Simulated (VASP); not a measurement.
Method: PBE GGA, VASP's PBE PAW potentials (set 64) (plane waves; VASP).

VASP input:

**INCAR**
```
SYSTEM = NiO
PREC = Accurate
ENCUT = 520
EDIFF = 1E-6
NELM = 100
ALGO = Normal
LREAL = .FALSE.
LASPH = .TRUE.
ISMEAR = 0
SIGMA = 0.05
GGA = PE
LMAXMIX = 4
ISPIN = 1
LORBIT = 10
LWAVE = .FALSE.
LCHARG = .FALSE.
ISIF = 2
```

### POSCAR
```
NiO
1
    4.1800000000     2.0900000000     2.0900000000
    2.0900000000     4.1800000000     2.0900000000
    2.0900000000     2.0900000000     4.1800000000
Ni O
2 2
Direct
  0.0000000000   0.0000000000   0.0000000000
  0.5000000000   0.5000000000   0.5000000000
  0.2500000000   0.2500000000   0.2500000000
  0.7500000000   0.7500000000   0.7500000000
```

### KPOINTS
```
K-points
0
G
 8 8 8
```

POTCAR, in this order: Ni O (PBE.64 set). Program: vasp_std.

Output of the run:

File OSZICAR:
```
       N       E                     dE             d eps       ncg     rms          rms(c)
DAV:   1     0.256576031560E+03    0.25658E+03   -0.16003E+04  2656   0.211E+03
DAV:   2     0.243701009023E+01   -0.25414E+03   -0.23782E+03  2720   0.409E+02
DAV:   3    -0.262228676529E+02   -0.28660E+02   -0.27339E+02  2908   0.155E+02
DAV:   4    -0.271375343079E+02   -0.91467E+00   -0.90748E+00  2960   0.294E+01
DAV:   5    -0.271645088543E+02   -0.26975E-01   -0.26965E-01  3140   0.469E+00    0.185E+01
DAV:   6    -0.256937559334E+02    0.14708E+01   -0.41910E+01  4008   0.103E+02    0.205E+01
DAV:   7    -0.226344478639E+02    0.30593E+01   -0.10066E+01  3380   0.888E+01    0.707E+00
DAV:   8    -0.227521804757E+02   -0.11773E+00   -0.24998E+00  3176   0.160E+01    0.279E+00
DAV:   9    -0.227344165738E+02    0.17764E-01   -0.11700E-01  3832   0.364E+00    0.598E-01
DAV:  10    -0.227293850183E+02    0.50316E-02   -0.31297E-02  2832   0.378E+00    0.182E-01
DAV:  11    -0.227292558928E+02    0.12913E-03   -0.13467E-03  3496   0.712E-01    0.825E-02
DAV:  12    -0.227292507660E+02    0.51268E-05   -0.76893E-04  3064   0.270E-01    0.389E-02
DAV:  13    -0.227292372077E+02    0.13558E-04   -0.32348E-05  3680   0.532E-02    0.152E-02
DAV:  14    -0.227292349622E+02    0.22455E-05   -0.20436E-05  4008   0.606E-02    0.559E-03
DAV:  15    -0.227292346812E+02    0.28098E-06   -0.15484E-06  1652   0.137E-02
   1 F= -.22729235E+02 E0= -.22725218E+02  d E =-.803323E-02
```

OUTCAR:
```
------------------------ aborting loop because EDIFF is reached ----------------------------------------
  FORCE on cell =-STRESS in cart. coord.  units (eV):
  Direction    XX          YY          ZZ          XY          YZ          ZX
  --------------------------------------------------------------------------------------
  Total       -0.5756609     -0.5756609     -0.5756609     -0.0063662     -0.0063662     -0.0063662
  in kB      -25.2568077    -25.2568077    -25.2568077     -0.2793123     -0.2793123     -0.2793123
  external PRESSURE =     -25.2568077 kB  Pullay stress =       0.0000000 kB
  volume of cell :       36.52
      direct lattice vectors                 reciprocal lattice vectors
     4.180000000  2.090000000  2.090000000     0.358851675 -0.119617225 -0.119617225
     2.090000000  4.180000000  2.090000000    -0.119617225  0.358851675 -0.119617225
     2.090000000  2.090000000  4.180000000    -0.119617225 -0.119617225  0.358851675
 POSITION                                       TOTAL-FORCE (eV/Angst)
 -----------------------------------------------------------------------------------
      0.00000      0.00000      0.00000         0.000000      0.000000     -0.000000
      4.18000      4.18000      4.18000         0.000000      0.000000     -0.000000
      2.09000      2.09000      2.09000         0.000000      0.000000     -0.000000
      6.27000      6.27000      6.27000        -0.000000     -0.000000      0.000000
 -----------------------------------------------------------------------------------
    total drift:                                0.000000     -0.000000     -0.000000
  FREE ENERGIE OF THE ION-ELECTRON SYSTEM (eV)
  ---------------------------------------------------
  free  energy   TOTEN  =       -22.7292346812 eV

  energy  without entropy=      -22.7212014559  energy(sigma->0) =      -22.72521807

 total charge

# of ion       s       p       d       tot
------------------------------------------
    1        0.323   0.384   8.342   9.050
    2        0.323   0.384   8.342   9.050
    3        1.576   3.358   0.000   4.934
    4        1.576   3.358   0.000   4.934
--------------------------------------------------
tot          3.799   7.484  16.684  27.968
```
(Selected blocks of OUTCAR.)

The compound is NiO in the rock salt, AFM-II order structure. The cell was not relaxed at this level. The k-mesh is coarse (spacing up to 0.31 per Å, 2π included), so the numbers may not be converged in it. The run is one of a series of settings (ISPIN = 1, the spin start removed against the base run), some of them coarse on purpose. The run is not spin-polarised, so no magnetic state was tried.
